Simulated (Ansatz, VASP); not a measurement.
**One calculation of OsC6, two programs**

```xyz
7
Lattice="0.0000 3.6351 3.6351 3.6351 0.0000 3.6351 3.6351 3.6351 0.0000" Properties=species:S:1:pos:R:3 pbc="T T T"
Os    0.0000    0.0000    0.0000
C     5.7832    3.6351    3.6351
C     1.4869    3.6351    3.6351
C     3.6351    5.7832    3.6351
C     3.6351    1.4869    3.6351
C     3.6351    3.6351    5.7832
C     3.6351    3.6351    1.4869
```

Alike in both runs: task relaxation of cell and atoms; functional PBE; k mesh 4 × 4 × 4; occupations gaussian, width 0.1 eV; no spin polarisation.

```csv
,VASP,Ansatz
version,VASP 6.6.1,Ansatz 0.2.0
potentials or method,"VASP PAW PBE potentials, release 64 (Os, C)","scalar-relativistic, plane waves, PAW"
plane-wave cutoff (eV),600,420
valence electrons in the cell,32,40
```

|  | VASP | Ansatz | Ansatz less VASP |
| --- | --- | --- | --- |
| gap on the k mesh at the Fermi level, each at its own relaxed structure (eV) | 0.95 | 0.92 | -0.032 |
| relaxed volume (Å³/atom) | 9.40 | 9.38 | -0.026 |
| relaxed cell length with the largest relative difference (Å) | 4.532 | 4.528 | -0.0042 |
| energy change over the relaxation (meV/atom) | -8897 | -8284 | +613.3 |

The two sets of potentials don't hold the same shells in valence.

Caveats: the volume moved by over 15 % at a fixed basis, so the end points are rough (VASP); spin-orbit coupling is left out, which moves the levels of the heavy elements. A k mesh can miss the band edges.
